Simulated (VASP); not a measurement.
An input for Ansatz (written as the equivalent of a VASP run, and not itself run):

Ansatz 0.2 input:
```yaml
crystal:
  lattice:
    - [-1.4350000, 1.4350000, 1.4350000]
    - [1.4350000, -1.4350000, 1.4350000]
    - [1.4350000, 1.4350000, -1.4350000]
  atoms:
    - { symbol: Fe, position: [0.0000000, 0.0000000, 0.0000000], spin: 2.5 }
kpoints:
  mp_grid: { grid: [16, 16, 16] }
hamiltonian:
  xc: pbe
  dispersion: d4
  pseudopotentials: { kind: paw }
magnetization: { spin_polarized: true }
scf:
  occupations: { method: methfessel_paxton, width: 0.1 }
  max_iter: 100
relax:
  max_steps: 60
  f_tol: 0.01
  cell: {}
output: { forces: true, stress: true, eigenvalues: true }
```

Problem. Write the VASP files for the same calculation (PBE-D4).

Solution. This is not unique; one that fits is 
### INCAR
```
ALGO  =  Normal
EDIFF  =  1E-6
EDIFFG  =  -0.01
ENCUT  =  520
GGA  =  PE
IBRION  =  2
ISIF  =  3
ISMEAR  =  1
ISPIN  =  2
IVDW  =  13
LASPH  =  .TRUE.
LCHARG  =  .FALSE.
LMAXMIX  =  4
LORBIT  =  10
LREAL  =  .FALSE.
LWAVE  =  .FALSE.
MAGMOM  =  2.5
NELM  =  100
NSW  =  60
PREC  =  Accurate
SIGMA  =  0.1
SYSTEM  =  Fe
```

**POSCAR**
```
Fe
1
   -1.4350000000     1.4350000000     1.4350000000
    1.4350000000    -1.4350000000     1.4350000000
    1.4350000000     1.4350000000    -1.4350000000
Fe
1
Direct
  0.0000000000   0.0000000000   0.0000000000
```

**KPOINTS**
```
kpoints
0
Gamma
 16 16 16
0 0 0
```

POTCAR, in this order: Fe (PBE.64 set). Program: vasp_std.

What does not carry over: each code has its own PAW files, so the cut-off isn't converted (ENCUT is set for VASP's; basis.ecutwfc is left out, and Ansatz then takes the one that its files recommend); Ansatz stops its SCF on the density residual and VASP on the energy change (EDIFF).

The compound is Fe in the bcc structure. This run relaxes it. Symmetry was kept, so distortions that lower it aren't found.
